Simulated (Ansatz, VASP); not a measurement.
**One calculation of CoH2Pd, two programs**

```xyz
4
Lattice="1.4004 2.4255 0.0000 -1.4004 2.4255 0.0000 0.0000 -1.6170 5.8672" Properties=species:S:1:pos:R:3 pbc="T T T"
Pd    0.0000    0.0000    0.0000
Co    0.0000    1.6170    2.9336
H     0.0000    0.0000    1.9740
H     0.0000    3.2340    3.8932
```

The cell was built by a generator and needn't be a form met in nature.

Alike in both runs: task relaxation of cell and atoms; functional PBE; k mesh 7 × 7 × 7; occupations fermi-dirac, width 0.0176 eV; no spin polarisation.

```csv
,VASP,Ansatz
version,VASP 6.6.1,Ansatz 0.2.0
potentials or method,"VASP PAW PBE potentials, release 64 (Pd, Co, H)",PAW plane waves
plane-wave cutoff (eV),600,420
valence electrons in the cell,21,37
```

|  | VASP | Ansatz | Ansatz less VASP |
| --- | --- | --- | --- |
| gap on the k mesh at the Fermi level, each at its own relaxed structure (eV) | none | none | - |
| relaxed volume (Å³/atom) | 8.06 | 8.06 | -0.005 |
| relaxed cell length with the largest relative difference (Å) | 5.138 | 5.125 | -0.0129 |
| energy change over the relaxation (meV/atom) | -171 | -170 | +1.2 |

A gap of «none» marks a metal or a gap that the smearing closes. The two sets of potentials don't hold the same shells in valence.

Caveats: the k mesh is coarse (spacing up to 0.37 Å⁻¹), so the values aren't converged; the volume moved by over 15 % at a fixed basis, so the end points are rough (VASP). Spin polarisation is off, so any magnetic state and its effect on volume and gap are missing.
